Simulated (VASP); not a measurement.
Data:

```
CELL_PARAMETERS angstrom
      2.08940    -3.61894     0.00000
      2.08940     3.61894     0.00000
      0.00000     0.00000     6.69599
ATOMIC_POSITIONS crystal
  Cd 0.00000 0.00000 0.00000
  I  0.33333 0.66667 0.25230
  I  0.66667 0.33333 0.74770
```

Level of theory: LDA (Ceperley-Alder, Perdew-Zunger), VASP's LDA PAW potentials (set 64) (plane waves; VASP). Run with 520 eV cut-off, 7×7×4 Γ-centred mesh, tetrahedra with Blöchl corrections, potentials Cd I.

The cores are frozen, which limits the accuracy of field gradients.

Task: Give the principal components of the electric field gradient (V/Å²) and the asymmetry η at each nucleus.

Result: 
| atom | Vxx | Vyy | Vzz | η |
|---|---|---|---|---|
| Cd1 | -0.8 | -0.7 | 1.5 | 0.00 |
| I2 | 27.0 | 27.0 | -54.0 | 0.00 |
| I3 | 27.0 | 27.0 | -54.0 | 0.00 |

The compound is CdI2 in the 1T layered structure. It was relaxed first, which changed the volume by -5 %.
